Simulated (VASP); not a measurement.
Wanted: the native input for a VASP 6.6.1 run.

```yaml
Task: single point
Functional: PBE
Potentials_or_basis: VASP PAW PBE potentials, release 64 (Sr_sv, Ru_pv)
Cutoff: 520 eV
k_mesh: 15 × 15 × 10
Occupations: gaussian, width 0.1 eV
Spin: no spin polarisation
Dipole_correction: no
Further_INCAR_settings: ALGO = Fast; EDIFF = 1e-06; NBANDS = 26
```

The structure of SrRu2 lies in POSCAR:

```
SrRu2
1.0
    4.0975105208      0.0000000000      0.0000000000
   -2.0487552604      3.5485482033      0.0000000000
    0.0000000000      0.0000000000      4.9963036049
Sr Ru
1 2
Direct
    0.0000000000      0.0000000000      0.5000000000
    0.3333333333      0.6666666667      0.9999942412
    0.6666666667      0.3333333333      0.0000057588
```

The cell was built by a generator and needn't be a form met in nature.

The input as run:

INCAR

```
  ALGO = Fast
  EDIFF = 1E-6
  ENCUT = 520
  GGA = PE
  ISIF = 2
  ISMEAR = 0
  LASPH = T
  LCHARG = F
  LREAL = F
  LWAVE = F
  NBANDS = 26
  NELM = 80
  PREC = Accurate
  SIGMA = 0.1
```

KPOINTS

```
k-points
0
Gamma
  15 15 10
```

Potentials or basis: VASP PAW PBE potentials, release 64 (Sr_sv, Ru_pv).

Launch:

```sh
$ cat potpaw_PBE.64/Sr_sv/POTCAR potpaw_PBE.64/Ru_pv/POTCAR > POTCAR
$ mpirun -np 1 vasp_std > vasp.out
```

Results of the run:

- Pressure: 0.2 GPa
- Band gap on the k mesh: none (metal or under the smearing width)

It took 3.6 min on 1 thread of Intel(R) Xeon(R) 6975P-C (Granite Rapids), with other jobs on the host, peak memory 0.5 GiB.
